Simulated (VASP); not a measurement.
Calculation: PBE GGA, VASP's PBE PAW potentials (set 64) (plane waves; VASP).

A VASP calculation is set up with these files.

File KPOINTS:
```
Automatic mesh
0
Gamma
7 7 1
0 0 0
```

File POSCAR:
```
Ta2N
1
    2.9055310000     0.0000000000     0.0000000000
   -1.4527650000     2.5162630000     0.0000000000
    0.0000000000     0.0000000000    16.3510660000
N Ta
1 2
Direct
  0.0000000000   0.0000000000   0.5000000000
  0.3333330000   0.6666670000   0.5718930000
  0.6666670000   0.3333330000   0.4281070000
```

### INCAR
```
SYSTEM = Ta2N
PREC = Accurate; ENCUT = 400; LREAL = .FALSE.
LASPH = .TRUE.
EDIFF = 1E-6; NELM = 100; ALGO = Normal
LMAXMIX = 6
ISMEAR = 0; SIGMA = 0.05
GGA = PE
ISIF = 2
LWAVE = .FALSE.; LCHARG = .FALSE.
```

File KPOINTS_OPT:
```
k-points along high-symmetry lines
20
Line-mode
Reciprocal
  0.000000   0.000000   0.000000 ! GAMMA
  0.500000   0.000000   0.000000 ! M

  0.500000   0.000000   0.000000 ! M
  0.333333   0.333333   0.000000 ! K

  0.333333   0.333333   0.000000 ! K
  0.000000   0.000000   0.000000 ! GAMMA
```

POTCAR, in this order: N Ta_pv (PBE.64 set). Program: vasp_std.

The cell holds a wide vacuum, so values per volume refer to the whole cell. Unless said otherwise, spin-orbit coupling is left out, though it shifts the bands of the heavy elements here.

Problem. Predict the energy per atom (σ→0), largest force, band gap (over mesh and band path).

Solution. 
```json
{
 "energy per atom (σ→0)": "-10.184 eV/atom",
 "band gap (over mesh and band path)": "none (metal, semimetal or under 0.01 eV)",
 "largest_force": "3.048 eV/Å"
}
```

### OSZICAR
```
...
       N       E                     dE             ncg
       N       E                     dE             ncg
       N       E                     dE             ncg
       N       E                     dE             ncg
       N       E                     dE             ncg
       N       E                     dE             ncg
       N       E                     dE             ncg
       N       E                     dE             ncg
```

The cell is a sheet with vacuum, built from a generated structure.
